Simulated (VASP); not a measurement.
An input for Quantum ESPRESSO's pw.x (written as the equivalent of a VASP run, and not itself run):

```
&CONTROL
  calculation = 'vc-relax'
  pseudo_dir = './pseudo'
  outdir = './out'
  tprnfor = .true.
  tstress = .true.
  nstep = 40
  forc_conv_thr = 0.00078
/
&SYSTEM
  ibrav = 0
  nat = 4
  ntyp = 2
  ecutwfc = 84
  occupations = 'smearing'
  smearing = 'gaussian'
  degauss = 0.003675
  input_dft = 'pbesol'
/
&ELECTRONS
  conv_thr = 7.3e-08
  electron_maxstep = 100
/
&IONS
/
&CELL
  press = 100
/
ATOMIC_SPECIES
  Pb 207.200 Pb.upf
  O 15.999 O.upf
CELL_PARAMETERS angstrom
     4.1375020   -0.0000000    0.0000000
    -2.0687510    3.5831807    0.0000000
     0.0000000    0.0000000    5.2636228
ATOMIC_POSITIONS crystal
  Pb   0.3333330  0.6666670  0.9626416
  Pb   0.6666670  0.3333330  0.4626416
  O    0.3333330  0.6666670  0.4123584
  O    0.6666670  0.3333330  0.9123584
K_POINTS automatic
  6 6 4 0 0 0
```

Task: Write the VASP files for the same calculation (PBEsol).

Result: This is not unique; one that fits is 
File POSCAR:
```
PbO
1
    4.1375020380    -0.0000000001     0.0000000000
   -2.0687510192     3.5831806759     0.0000000000
    0.0000000000     0.0000000000     5.2636228093
Pb O
2 2
Direct
  0.3333330000   0.6666670000   0.9626416059
  0.6666670000   0.3333330000   0.4626416059
  0.3333330000   0.6666670000   0.4123583941
  0.6666670000   0.3333330000   0.9123583941
```

File KPOINTS:
```
Automatic mesh
0
Gamma
6 6 4
0 0 0
```

**INCAR**
```
SYSTEM = PbO
PREC = Accurate; ENCUT = 620; LREAL = .FALSE.
LASPH = .TRUE.
EDIFF = 1E-6; NELM = 100; ALGO = Normal
LMAXMIX = 4
ISMEAR = 0; SIGMA = 0.05
GGA = PS
IBRION = 2; NSW = 40; ISIF = 3
EDIFFG = -0.02; PSTRESS = 100
LWAVE = .FALSE.; LCHARG = .FALSE.
```

POTCAR, in this order: Pb_d O (PBE.64 set). Program: vasp_std.

Limits of the translation: the potentials are each code's own (VASP's PAW set, PseudoDojo norm-conserving files in pw.x), so ENCUT and ecutwfc are chosen apart and not converted; conv_thr bounds pw.x's estimated SCF error, while EDIFF bounds the energy change between steps; forc_conv_thr acts on force components and is met together with etot_conv_thr.

The structure was generated: PbO was put into the wurtzite type (P6_3mc), which need not be its known phase. This run relaxes it under an external pressure of 10 GPa. Symmetry was kept, so distortions that lower it aren't found.
